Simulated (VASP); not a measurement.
Input of a VASP 6.6.1 run:

File INCAR:

```
SYSTEM = AlN
ALGO = Normal ; EDIFF = 1E-7
ENCUT = 520 ; GGA = PE
ISIF = 2 ; ISMEAR = 0
LASPH = .True. ; LCHARG = .False.
LREAL = .False. ; LWAVE = .False.
NBANDS = 16 ; NELM = 80
PREC = Accurate ; SIGMA = 0.02
```

File KPOINTS:

```
k-points
0
Gamma
  9 9 4
  0 0 0
```

POSCAR

```
AlN
1.0
    3.1130000000      0.0000000000      0.0000000000
   -1.5565000000      2.6959370800      0.0000000000
    0.0000000000      0.0000000000      4.9810000000
Al N
2 2
Direct
    0.3333333300      0.6666666700      0.0000000000
    0.6666666700      0.3333333300      0.5000000000
    0.3333333300      0.6666666700      0.3800000000
    0.6666666700      0.3333333300      0.8800000000
```

Potentials or basis: VASP PAW PBE potentials, release 64 (Al, N).

Command:

```bash
$ cat potpaw_PBE.64/Al/POTCAR potpaw_PBE.64/N/POTCAR > POTCAR
$ mpirun -np 1 vasp_std > vasp.out
```

(1) What does it give for the largest force?

(2) What does it give for the pressure?

Answers

(1) 0.129 eV/Å.

(2) 3.5 GPa.

**The experiment to reproduce.**

“Self-assembly of well-separated AlN nanowires directly on sputtered metallic TiN films”, 2019, arxiv:1910.07391 quotes, for a bulk crystal of AlN at 10 K: band gap 6.034 eV (an exciton energy, a little under the gap).

A measured gap of AlN is 6.034 eV (an exciton energy, a little under the gap; 10 K; quoted in “Self-assembly of well-separated AlN nanowires directly on sputtered metallic TiN films”, 2019, arxiv:1910.07391); the calculated 4.22 eV misses it by -1.81 eV. 2 values of this kind are on record (6.034 to 6.0343 eV); this one was drawn at random. The value is that of PBE, without temperature or zero-point motion. Semilocal functionals fall short of measured gaps as a rule.
